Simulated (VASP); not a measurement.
Here is the system:

```
CELL_PARAMETERS angstrom
      4.41572     0.00000     0.00000
      0.00000     4.41572     0.00000
      0.00000     0.00000     2.84375
ATOMIC_POSITIONS crystal
  Cr 0.00000 0.00000 0.00000
  Cr 0.50000 0.50000 0.50000
  O  0.30496 0.30496 0.00000
  O  0.80496 0.19504 0.50000
  O  0.19504 0.80496 0.50000
  O  0.69504 0.69504 0.00000
```
Starting moments (μB, in the order of the record's atoms Cr Cr O O O O): 3.0 3.0 0.0 0.0 0.0 0.0.

Level of theory: PBE GGA, VASP's PBE PAW potentials (set 64) (plane waves; VASP). Settings: 400 eV cut-off, 3×3×5 Γ-centred mesh, Fermi-Dirac smearing of 0.050 eV, potentials Cr_pv O.

At this cut-off the stress carries a Pulay error, which pulls relaxed volumes low. The moments were started parallel, and other spin orders were not tried in this run.

Task: Give the force on each atom (eV/Å).

Result: 
| atom | Fx | Fy | Fz |
|---|---|---|---|
| Cr1 | 0.000 | 0.000 | 0.000 |
| Cr2 | 0.000 | 0.000 | 0.000 |
| O3 | -0.273 | -0.273 | 0.000 |
| O4 | -0.273 | 0.273 | 0.000 |
| O5 | 0.273 | -0.273 | 0.000 |
| O6 | 0.273 | 0.273 | 0.000 |

Task: Give the stress tensor in GPa (positive for a compressed cell).

Result: 
```
 2.13   0.00   0.00
 0.00   2.13   0.00
 0.00   0.00  11.09
```
The pressure is its mean diagonal, 5.12 GPa.

The structure was generated: CrO2 was put into an ordered model structure, which need not be its known phase. The cell was not relaxed at this level. The k-mesh is coarse (spacing up to 0.47 per Å, 2π included), so the numbers may not be converged in it.
